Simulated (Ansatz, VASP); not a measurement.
# Cross-check of SnAs between VASP and Ansatz

Wanted: the spread between two codes on one cell, functional and k mesh. The cell is taken from a series of runs on this material, whose earlier steps may have relaxed, scaled, displaced or heated it; both programs get it as it stands.

Main program and level: Ansatz 0.2.0; plane waves, with VASP 6.6.1 beside it; zone-centre phonons at PBEsol.

## 1. Set-up

It takes space group Fm-3m (No. 225, cubic). Conventional cell: a = 5.713 Å, b = 5.713 Å, c = 5.713 Å, α = 90.00°, β = 90.00°, γ = 90.00°. Nearest to Sn lie 6 As at 2.86 Å. Nearest to As lie 6 Sn at 2.86 Å. Farther neighbours are not listed.

## 2. Ansatz: zone-centre phonons, PBEsol

Ansatz runs on its default PAW (the set named soft_2) files.

Second derivatives magnify differences that forces hide, and they need a tight electronic threshold.

Contents of input.yaml:

```yaml
crystal:
  lattice:
    - [0.0, 2.8564123633, 2.8564123633]
    - [2.8564123633, 0.0, 2.8564123633]
    - [2.8564123633, 2.8564123633, 0.0]
  atoms:
    - { symbol: Sn, position: [0.5, 0.5, 0.5] }
    - { symbol: As, position: [0.0, 0.0, 0.0] }
kpoints:
  mp_grid: { grid: [16, 16, 16] }
hamiltonian:
  xc: pbesol
scf:
  occupations: { method: methfessel_paxton, width: 0.2 }
output:
  eigenvalues: true
phonons:
  method: dfpt
  qmesh: [2, 2, 2]
  temperatures: { t_max: 1000, t_step: 50 }
  qpath:
    path:
      - [[0.0, 0.0, 0.0], [0.5, 0.0, 0.5], [0.625, 0.25, 0.625]]
      - [[0.375, 0.375, 0.75], [0.0, 0.0, 0.0], [0.5, 0.5, 0.5], [0.5, 0.25, 0.75], [0.5, 0.0, 0.5]]
    npoints: 10
basis:
  ecutwfc: 340
```

Command:

```console
$ ansatz run input.yaml --threads 4 --pin off --max-ram 7168MiB --backend cpu --events-out ev --progress --plain --runs-dir out
```

Numbers of over 12 decimals in the logs are rounded to 6 here.

The log of the run:

```text
Warning: basis.ecutwfc = 340 eV is below the records' recommended 420 eV, and the density's cutoff is lower with it unless basis.ecutrho_ratio is high enough to keep the records' density cutoff: compare with a run at a higher cutoff
Engine: ansatz 0.2.0, aarch64-unknown-linux-gnu
Pseudopotentials: kind: paw
Pseudopotential: Sn, paw, valence charge 14, recommended cutoff 420 eV (normal), Sn.paw.azcp
Pseudopotential: As, paw, valence charge 15, recommended cutoff 420 eV (normal), As.paw.azcp
Functional definition: PBEsol
  exchange = pbesol_x
  correlation = pbesol_c
Crystal: 2 atoms, lattice volume = 46.611 Å³
Basis set: ecut = 340 eV, 645 PW (Γ), exchange–correlation on 50×50×50 points (8 copies of the dense FFT grid, shifted against one another)
Bands: 19, of which v1, the nominal top of the filled ones, is band 15 counted from 1 (14 counted from 0)
Symmetry: 48 space group operations
k-points: 145 of 4096
Non-local potential: Sn, projectors of the file, l = 0: 2, l = 1: 2, l = 2: 2, l = 3: 2
Non-local potential: As, projectors of the file, l = 0: 2, l = 1: 2, l = 2: 3, l = 3: 1
PAW form: soft (Blöchl's): semilocal exchange-correlation on the pseudo side does not see the compensation charge
PAW frozen core: Sn, regenerated for the run's functional, and the local potential with it (the file was generated under x = pbe(κ = 0.804, μ = 0.219515), c = pbe(β = 0.066725))
PAW frozen core: As, regenerated for the run's functional, and the local potential with it (the file was generated under x = pbe(κ = 0.804, μ = 0.219515), c = pbe(β = 0.066725))
PAW one-centre angular grid: Sn, 590 points (default); XC on 64 Gauss nodes
PAW one-centre angular grid: As, 590 points (default); XC on 64 Gauss nodes
Initial density: superposition of atomic densities (neutral atoms: chi_scale 0, normalization atom), corrected by the library's trained network
Initial wavefunctions: pseudopotential atomic-orbital guess
Functional: x = pbesol(κ = 0.804, μ = 0.123457), c = pbesol(β = 0.046)
SCF iter   1: F=—  HF=-10762.969228 eV  |F-HF|=—  |Δ(HF+E_count)|=         —  Δρ=3.12e-3  dr2=6.56e-3  ethr=1.77e-3  ⟨swp⟩=5.1  Hψ=12113  notcnv=0
preconditioner: auto → Kerker (q_TF=auto, 2.521 Å⁻¹)  [metal: Δε(μ)=0.137 eV  Ē_g=18.321 eV  σ=0.200 eV  W_gap=0.49  n_scr=14 (ndim 8)  ℏωp=23.7 eV  f_vac=0.001  D(μ)=0.71/eV (n_scr^D=0)]
SCF iter   2: F=—  HF=-10762.966048 eV  |F-HF|=—  |Δ(HF+E_count)|=   3.18e-3  S|Δr|=    0.00e0  Δρ=1.88e-3  dr2=2.24e-3  ethr=2.26e-5  ⟨swp⟩=2.5  Hψ=5969  notcnv=0
SCF iter   3: F=—  HF=-10762.965482 eV  |F-HF|=—  |Δ(HF+E_count)|=   5.66e-4  S|Δr|=    0.00e0  Δρ=6.20e-4  dr2=3.09e-4  ethr=7.72e-6  ⟨swp⟩=2.0  Hψ=3500  notcnv=0
SCF iter   4: F=—  HF=-10762.965427 eV  |F-HF|=—  |Δ(HF+E_count)|=   5.47e-5  S|Δr|=    0.00e0  Δρ=2.70e-4  dr2=3.26e-5  ethr=1.07e-6  ⟨swp⟩=2.1  Hψ=3445  notcnv=0
SCF iter   5: F=—  HF=-10762.965432 eV  |F-HF|=—  |Δ(HF+E_count)|=   4.95e-6  S|Δr|=    0.00e0  Δρ=7.28e-5  dr2=3.81e-6  ethr=1.12e-7  ⟨swp⟩=2.7  Hψ=4334  notcnv=0
SCF iter   6: F=—  HF=-10762.965435 eV  |F-HF|=—  |Δ(HF+E_count)|=   2.83e-6  S|Δr|=    0.00e0  Δρ=2.19e-5  dr2=2.62e-7  ethr=1.31e-8  ⟨swp⟩=2.0  Hψ=3717  notcnv=0
SCF iter   7: F=—  HF=-10762.965434 eV  |F-HF|=—  |Δ(HF+E_count)|=   8.21e-7  S|Δr|=    0.00e0  Δρ=1.14e-5  dr2=4.08e-8  ethr=9.03e-10  ⟨swp⟩=2.0  Hψ=4843  notcnv=0
SCF iter   8: F=—  HF=-10762.965434 eV  |F-HF|=—  |Δ(HF+E_count)|=   2.61e-8  S|Δr|=    0.00e0  Δρ=6.17e-7  dr2=1.30e-10  ethr=1.41e-10  ⟨swp⟩=2.0  Hψ=4110  notcnv=0
SCF iter   9: F=-10762.965434 eV  HF=-10762.965434 eV  |F-HF|=9.09e-12  |Δ(HF+E_count)|=  4.91e-11  S|Δr|=    0.00e0  Δρ=1.51e-7  dr2=9.82e-12  ethr=1.00e-12  ⟨swp⟩=4.5  Hψ=13260  notcnv=0
SCF 1 converged in 9 iterations: F = -10762.965434 eV  dr2 = 9.82e-12
  greatest PAW one-centre occupation: 0.999 electrons in one spin orbital (limit 2), on the As atom at site 1 (counted from 0), in its partial waves of l = 2
phonons: the bands overlap, so this run is a metal and interpolates without the dipole-dipole term. If the crystal is really an insulator or semiconductor, its LO-TO splitting is missing
NSCF: frozen V_eff on 145 k-points
NSCF: frozen V_eff on 349 k-points
DFPT response loops at q = (0, 0, 0) (fractional): preconditioner auto → Kerker (q_TF=auto, 2.521 Å⁻¹) (partly filled bands, converged f_vac=0.000); β = 1.00, the filter's whole step (`scf.mixing.beta` (0.50) is not read by the response loops under this deck's `scf.mixing.preconditioner`; to damp them name `kerker` or `kerker_dos`, under which they read `scf.mixing.beta`, and type it under 1.00, their step now; both keys bind the ground state too); Broyden in place of MSR1
NSCF: frozen V_eff on 2196 k-points
DFPT response loops at q = (0, 0, -0.5) (fractional): mixed as the last ones told, above
NSCF: frozen V_eff on 1242 k-points
DFPT response loops at q = (0, -0.5, -0.5) (fractional): mixed as the last ones told, above
SCF converged after 9 iterations
Stability not checked: this state was not tested for a lower state beside it, because cold or Methfessel-Paxton smearing, or corrected tetrahedra, fill the levels in a way that the test cannot read (fill_not_monotonic; see scf.lower_state_search)
Free energy (F): -10762.965434 eV
Harris-Foulkes:  -10762.965434 eV  (|F-HF|=9.09e-12)
Internal energy: -10762.965331 eV  (E = F + TS)
E sigma→0 (E₀):  -10762.965408 eV
Entropy (-TS):   -0.000103 eV (-0.051 meV/atom)
Fermi energy:    10.972944 eV
--- Per-component energies (eV) ---
  E_band       = -299.097338
  E_kinetic    = 290.516270
  E_local      = -2469.696791  (includes V_loc(G=0)·N_el)
  E_nonlocal   = -698.595802
  E_hartree    = 1439.614967
  E_xc         = -458.411863
  E_vxc        = -176.787320  (∫ρ·V_xc dr)
  E_paw        = -5858.175539  (= ΣΔE_a)
  E_vpaw       = -123.763914  (= ΣTr[D̂ρ^β])
  E_aug_tail   = 0.000102  (compensation charges beyond the density's cutoff)
  E_ewald      = -3009.467943
  E_core_change = 1.251268  (= ΣΔE_core)
  E_smearing   = -0.000103  (= −TS)
  E_closure    = 0.000000  (closes the sum)
  Σ components = -10762.965434   (vs F -10762.965434, Δ=0.00e0)
--- Band table (eV; the first three rows and the last of 145) ---
  k-point 0: bands = [... 11 lower, 8.3782, 9.9382, 9.9382, 9.9382, 16.5273, 16.5273, 16.5273, 17.0469]
  k-point 1: bands = [... 11 lower, 7.9187, 9.9425, 9.9425, 10.3047, 16.1640, 16.1888, 16.1888, 17.0709]
  k-point 2: bands = [... 11 lower, 7.0459, 9.9593, 9.9593, 10.8945, 15.5006, 15.5006, 15.5524, 17.0496]
  k-point 144: bands = [... 11 lower, 3.9414, 6.1589, 6.1589, 11.9477, 13.2034, 16.9923, 16.9923, 19.9078]
--- Phonons (Γ-DFPT): 2 representative perturbations + reference (Σ response iterations 6) ---
  ASR residual: 1.276e-4 → 0.000e0 eV/Å²; symmetrization residual: 4.209e-6 eV/Å²
  ASR residual per site (eV/Å²): 5.13e-5 1.28e-4
  Γ frequencies (cm⁻¹): 0.00 0.00 0.00 98.35 98.35 98.35
--- Phonons (arbitrary-q DFPT): 3 irreducible q on the 2×2×2 mesh ---
  q = [0.0000, 0.0000, 0.0000] (star 1, of the zone-centre solve; hermiticity 5.15e-6, symmetrization 5.89e-12): -0.00 -0.00 -0.00 98.35 98.35 98.35
  q = [0.0000, 0.0000, -0.5000] (star 4, 2 solved perturbations on 1098 of 4096 k-point pairs; hermiticity 3.84e-14, symmetrization 1.46e-12): 107.11 107.11 135.53 135.53 145.96 151.16
  q = [0.0000, -0.5000, -0.5000] (star 3, 4 solved perturbations in 1940 linear systems a pass and spin channel, the states on 621 of 4096 k-point pairs; hermiticity 2.09e-6, symmetrization 1.78e-12): 42.32 42.32 60.04 124.01 124.01 161.59
  sum rule: each row above includes the acoustic sum rule's correction from the zone centre's row sums; it moved no ω² by more than (0.68 cm⁻¹)²
  mesh force constants: q→R imaginary residual 3.53e-17; ASR residual 1.276e-4 → 0.000e0 eV/Å²; symmetrization residual 2.220e-15 eV/Å²
  interpolated dispersion: 62 rows × 6 modes
  density of states and harmonic sums: on the 20×20×20 q-mesh, interpolated from the force constants of a 2×2×2 supercell (no non-analytic term)
  largest difference from the sums on the solved wave vectors: F 5.11e-2 eV, S 8.34e-5 and C_V 3.23e-5 eV/K
  zero-point energy: 0.041403 eV/cell   skipped modes (ω ≤ 0): 3   left out of the sums: 6.25e-5 of the cell's modes: C_V's classical limit lies that fraction below 3 k_B per atom; for a crystal, a wire or a layer, F and S can be off by more, and a phonons.interpolated_qmesh denser along its periods is the remedy for the sampling
```

[end of part 1 of 2]

[Lines on the potential files, build, host, timing and source positions are cut from VASP's logs without a mark.]

[Logs are printed without paths, hosts, clocks, repeated set-up lines and the standing remarks that a program may print on its own settings, such as how far it seeks lower states.]

[Hosts, paths, dates, database ids (printed as entryN), source tags and the programs' standing remarks are cut or masked in the printed files.]
